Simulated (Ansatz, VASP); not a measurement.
**Ge2MoN4 in two plane-wave programs**

Wanted: the spread between two codes on one cell, functional and k mesh. The cell is taken from a series of runs on this material, whose earlier steps may have relaxed, scaled, displaced or heated it; both programs get it as it stands.

Calculated with Ansatz 0.2.0; plane waves, with VASP 6.6.1 beside it; single point at PBE0.

### Step 1. Starting point

The cell holds 7 atoms: 1 Mo, 4 N and 2 Ge. Its edges and angles: a = 2.974 Å, b = 2.974 Å, c = 37.700 Å, α = 90.0°, β = 90.0°, γ = 120.0°. Vacuum lies along c.

As a file:

```xyz
7
Lattice="2.9743 0.0000 0.0000 -1.4872 2.5759 0.0000 0.0000 0.0000 37.7000" Properties=species:S:1:pos:R:3
Mo    0.0000    0.0000   18.8500
N     0.0000    1.7172   20.0456
N     0.0000    1.7172   17.6544
N     1.4872    0.8586   22.4851
N     1.4872    0.8586   15.2149
Ge    0.0000    1.7172   21.8912
Ge    0.0000    1.7172   15.8088
```

### Step 2. VASP: single point, PBE0

With cell and atoms fixed, the geometry can't cause a difference; cores, projectors, grids and the points listed under the comparison can.

Lines of VASP's logs that name or quote its potential files are left out, and so is its time.

The run reads the wave functions of an earlier VASP run, which isn't shown here.

INCAR reads:

```
SYSTEM = Ge2MoN4
PREC = Accurate
ENCUT = 520
EDIFF = 1E-06
NELM = 100
ISMEAR = 0
SIGMA = 0.01
LREAL = .FALSE.
ALGO = Normal
LHFCALC = .TRUE.
AEXX = 0.25
GGA = PE
LASPH = .TRUE.
NBANDS = 38
PRECFOCK = Fast
LORBIT = 11
LWAVE = .FALSE.
LCHARG = .FALSE.
ISIF = 2
LDIPOL = .TRUE.
IDIPOL = 3
DIPOL = 0.5 0.5 0.5
LVHAR = .TRUE.
```

POSCAR reads:

```
Ge2MoN4
1.0
    2.9743497379      0.0000000000      0.0000000000
   -1.4871748689      2.5758624327      0.0000000000
    0.0000000000      0.0000000000     37.7000000000
Mo N Ge
1 4 2
Direct
    0.0000000000      0.0000000000      0.5000000000
    0.3333333333      0.6666666667      0.5317146755
    0.3333333333      0.6666666667      0.4682853245
    0.6666666667      0.3333333333      0.5964224723
    0.6666666667      0.3333333333      0.4035775277
    0.3333333333      0.6666666667      0.5806690192
    0.3333333333      0.6666666667      0.4193309808
```

KPOINTS reads:

```
Automatic mesh
0
Gamma
6 6 1
0 0 0
```

The projector-augmented-wave data sets are Mo_sv, N and Ge_d (PBE family, release 64).

On the command line:

```sh
$ export OMP_NUM_THREADS=3
$ mpirun -np 1 vasp_std
```

Numbers of over 12 decimals in the logs are rounded to 6 here.

Log:

```text
[banner, memory and clock lines left out]
running    1 mpi-ranks, on    1 nodes
 distrk:  each k-point on    1 cores,    1 groups
 distr:  one band on    1 cores,    1 groups
 Offloading initialized ...    1 GPUs detected
 POSCAR found type information on POSCAR MoN Ge
 POSCAR found :  3 types and       7 ions
 LDA part: xc-table for (Slater+PW92), standard interpolation
 found WAVECAR, reading the header
 POSCAR, INCAR and KPOINTS ok, starting setup
 FFT: planning ... GRIDC
 FFT: planning ... GRID_SOFT
 FFT: planning ... GRID
 reading WAVECAR
 the WAVECAR file was read successfully
 initial charge from wavefunction
 entering main loop
       N       E                     dE             d eps       ncg     rms          rms(c)
DAV:   1    -0.712708906390E+02   -0.71271E+02   -0.19386E+00   714   0.221E+01    0.315E+00
DAV:   2    -0.712684314072E+02    0.24592E-02   -0.24036E-01   730   0.473E+00    0.176E+00
DAV:   3    -0.712677943296E+02    0.63708E-03   -0.29879E-02   770   0.167E+00    0.834E-01
DAV:   4    -0.712659294045E+02    0.18649E-02   -0.64563E-03   704   0.624E-01    0.505E-01
DAV:   5    -0.712655802803E+02    0.34912E-03   -0.13639E-03   660   0.268E-01    0.311E-01
DAV:   6    -0.712653489792E+02    0.23130E-03   -0.29666E-04   686   0.154E-01    0.170E-01
DAV:   7    -0.712653225026E+02    0.26477E-04   -0.21946E-04   708   0.883E-02    0.919E-02
DAV:   8    -0.712653121424E+02    0.10360E-04   -0.20700E-05   658   0.349E-02    0.551E-02
DAV:   9    -0.712653107449E+02    0.13975E-05   -0.10938E-05   600   0.197E-02    0.324E-02
DAV:  10    -0.712653126231E+02   -0.18782E-05   -0.25981E-06   554   0.111E-02    0.183E-02
DAV:  11    -0.712653152799E+02   -0.26568E-05   -0.60499E-07   442   0.656E-03    0.106E-02
DAV:  12    -0.712653174888E+02   -0.22089E-05   -0.43385E-07   414   0.486E-03    0.625E-03
DAV:  13    -0.712653196309E+02   -0.21421E-05   -0.26899E-07   422   0.372E-03    0.376E-03
DAV:  14    -0.712653212019E+02   -0.15711E-05   -0.15284E-07   408   0.279E-03    0.238E-03
DAV:  15    -0.712653226337E+02   -0.14318E-05   -0.12455E-07   402   0.224E-03    0.163E-03
DAV:  16    -0.712653236938E+02   -0.10600E-05   -0.90205E-08   382   0.181E-03    0.125E-03
DAV:  17    -0.712653246578E+02   -0.96401E-06   -0.76275E-08   430   0.150E-03
   1 F= -.71265325E+02 E0= -.71265325E+02  d E =-.481850E-20
```

OUTCAR, selected parts (step 2):

```text
ion  position               nearest neighbor table
   1  0.000  0.000  0.500-   2 2.09   3 2.09   2 2.09   3 2.09   2 2.09   3 2.09
   2  0.333  0.667  0.532-   6 1.85   1 2.09   1 2.09   1 2.09
   3  0.333  0.667  0.468-   7 1.85   1 2.09   1 2.09   1 2.09
   4  0.667  0.333  0.596-   6 1.82   6 1.82   6 1.82
   5  0.667  0.333  0.404-   7 1.82   7 1.82   7 1.82
   6  0.333  0.667  0.581-   4 1.82   4 1.82   4 1.82   2 1.85
   7  0.333  0.667  0.419-   5 1.82   5 1.82   5 1.82   3 1.85

  LATTYP: Found a hexagonal cell.
 ALAT       =     2.9743497379
 C/A-ratio  =    12.6750393606

 Subroutine GETGRP returns: Found 12 space group operations
 (whereof 12 operations were pure point group operations)

The static configuration has the point symmetry D_3h.

 Found      7 irreducible k-points:

   k-points           NKPTS =      7   k-points in BZ     NKDIM =     36   number of bands    NBANDS=     38

   dimension x,y,z NGX =    24 NGY =   24 NGZ =  280
   dimension x,y,z NGXF=    48 NGYF=   48 NGZF=  560

   ENCUT  =  520.0 eV  38.22 Ry    6.18 a.u.   5.53  5.53 70.10*2*pi/ulx,y,z

   NELECT =      62.0000    total number of electrons

 k-points in reciprocal lattice and weights: Automatic mesh
   0.00000000  0.00000000  0.00000000       0.028
   0.16666667  0.00000000  0.00000000       0.167
   0.33333333  0.00000000  0.00000000       0.167
   0.50000000  0.00000000  0.00000000       0.083
   0.16666667  0.16666667  0.00000000       0.167
   0.33333333  0.16666667  0.00000000       0.333
   0.33333333  0.33333333  0.00000000       0.056

  exchange ACFDT corr.  =         0.00000000  see jH, gK, PRB 81, 115126

 dipolmoment           0.000000      0.000000     -0.000001 electrons x Angstroem

 average (electrostatic) potential at core
       1 -78.6266       2 -65.3665       3 -65.3665       4 -65.4083       5 -65.4083
       6 -74.4384       7 -74.4384

 E-fermi :  -2.4771

 k-point     1 :       0.0000    0.0000    0.0000
  band No.  band energies     occupation
    ...
     27      -6.0649      2.00000
     28      -5.7435      2.00000
     29      -5.7435      2.00000
     30      -4.9706      2.00000
     31      -2.5387      2.00000
     32       1.4852      0.00000
     33       1.6559      0.00000
     34       1.8325      0.00000
     35       1.8325      0.00000
     36       1.8921      0.00000
    ...

 k-point     2 :       0.1667    0.0000    0.0000
  band No.  band energies     occupation
    ...
     27      -6.5439      2.00000
     28      -6.2989      2.00000
     29      -6.2150      2.00000
     30      -4.8766      2.00000
     31      -3.1675      2.00000
     32       1.2090      0.00000
     33       1.6521      0.00000
     34       1.6636      0.00000
     35       2.6379      0.00000
     36       3.0889      0.00000
    ...

 k-point     3 :       0.3333    0.0000    0.0000
  band No.  band energies     occupation
    ...
     27      -7.0457      2.00000
     28      -6.4031      2.00000
     29      -5.9555      2.00000
     30      -5.1817      2.00000
     31      -4.0782      2.00000
     32       1.4106      0.00000
     33       1.4703      0.00000
     34       1.9299      0.00000
     35       2.9214      0.00000
     36       3.2327      0.00000
    ...

  Total        1.6996453      1.6996453      0.9075431      0.0000000      0.0000000     -0.0000000
  in kB        9.4278538      9.4278538      5.0340993      0.0000000      0.0000000     -0.0000000
  external PRESSURE =       7.9632690 kB  Pullay stress =       0.0000000 kB

  energy-cutoff  :      520.00
  volume of cell :      288.84
      direct lattice vectors                 reciprocal lattice vectors
     2.974349738  0.000000000  0.000000000     0.336207941  0.194109745 -0.000000000
    -1.487174869  2.575862433  0.000000000     0.000000000  0.388219490  0.000000000
     0.000000000  0.000000000 37.700000000     0.000000000 -0.000000000  0.026525199

 POSITION                                       TOTAL-FORCE (eV/Angst)
 -----------------------------------------------------------------------------------
      0.00000      0.00000     18.85000        -0.000000     -0.000000      0.000000
     -0.00000      1.71724     20.04564        -0.000000     -0.000000      0.210328
     -0.00000      1.71724     17.65436        -0.000000     -0.000000     -0.210328
      1.48717      0.85862     22.48513         0.000000     -0.000000     -0.038548
      1.48717      0.85862     15.21487         0.000000     -0.000000      0.038548
     -0.00000      1.71724     21.89122        -0.000000     -0.000000      0.137512
     -0.00000      1.71724     15.80878         0.000000      0.000000     -0.137512
 -----------------------------------------------------------------------------------
    total drift:                                0.000000     -0.000002     -0.000039

  FREE ENERGIE OF THE ION-ELECTRON SYSTEM (eV)
  ---------------------------------------------------
  free  energy   TOTEN  =       -71.2653246578 eV

  energy  without entropy=      -71.2653246578  energy(sigma->0) =      -71.26532466

 vacuum level on the upper side and lower side of the slab         3.612         3.612

 total charge
# of ion       s       p       d       tot
------------------------------------------
    1        2.313   6.291   3.818  12.422
    2        1.243   2.531   0.000   3.774
    3        1.243   2.531   0.000   3.774
    4        1.241   2.600   0.000   3.841
    5        1.241   2.600   0.000   3.841
    6        1.015   1.427  10.413  12.855
    7        1.015   1.427  10.413  12.855
--------------------------------------------------
tot          9.312  19.406  24.643  53.361

[... 3 further parts left out ...]
```

This run has no spin polarisation, so a moment on Mo, if there is one, isn't seen. The gap is read on the k-mesh alone, so it is an upper bound where the band edges lie off the mesh.

(Part 1 of 2 ends here.)

[Lines on the potential files, build, host, timing and source positions are cut from VASP's logs without a mark.]

[Logs are printed without paths, hosts, clocks, repeated set-up lines and the standing remarks that a program may print on its own settings, such as how far it seeks lower states.]

[Hosts, paths, dates, database ids (printed as entryN), source tags and the programs' standing remarks are cut or masked in the printed files.]
